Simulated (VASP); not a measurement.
Here is the system:

```
Er
1.0
    1.76230    -3.05240     0.00000
    1.76230     3.05240     0.00000
    0.00000     0.00000     5.41869
Er
2
Direct
  0.33333   0.66667   0.25000
  0.66667   0.33333   0.75000
```

Method: PBEsol GGA with spin-orbit coupling, VASP's PBE PAW potentials (set 64) (plane waves; VASP 6.6.1). Numerical set-up: 400 eV cut-off, 11×11×6 Γ-centred mesh, Gaussian smearing of 0.050 eV, potentials Er_3.

The 4f electrons are frozen in the core of the lanthanide potential, so 4f levels, which can set the real gap, and their magnetism are missing.

Task: Give the energies of bands 13 to 25 at the high-symmetry points, in eV from the Fermi level.

Result: 
| band | Γ | M | K | A | L | H |
|---|---|---|---|---|---|---|
| 13 | -5.61 | -2.15 | -0.96 | -3.86 | -2.10 | -0.69 |
| 14 | -5.61 | -2.15 | -0.96 | -3.86 | -2.10 | -0.69 |
| 15 | -2.34 | -1.51 | -0.96 | -3.86 | -2.10 | -0.64 |
| 16 | -2.34 | -1.51 | -0.96 | -3.86 | -2.10 | -0.64 |
| 17 | 1.36 | -0.99 | -0.76 | 1.14 | 0.09 | -0.55 |
| 18 | 1.36 | -0.99 | -0.76 | 1.14 | 0.09 | -0.55 |
| 19 | 1.79 | -0.08 | -0.51 | 1.14 | 0.09 | -0.38 |
| 20 | 1.79 | -0.08 | -0.51 | 1.14 | 0.09 | -0.38 |
| 21 | 2.05 | 1.50 | 1.23 | 1.70 | 1.65 | 0.47 |
| 22 | 2.05 | 1.50 | 1.23 | 1.70 | 1.65 | 0.47 |
| 23 | 2.46 | 1.73 | 1.31 | 1.70 | 1.65 | 0.65 |
| 24 | 2.46 | 1.73 | 1.31 | 1.70 | 3.17 | 0.65 |
| 25 | 2.55 | 2.51 | 2.79 | 1.89 | 3.17 | 3.12 |

It has no gap at this level: it comes out as a metal or semimetal.

The compound is Er in the hcp structure. It was relaxed first.
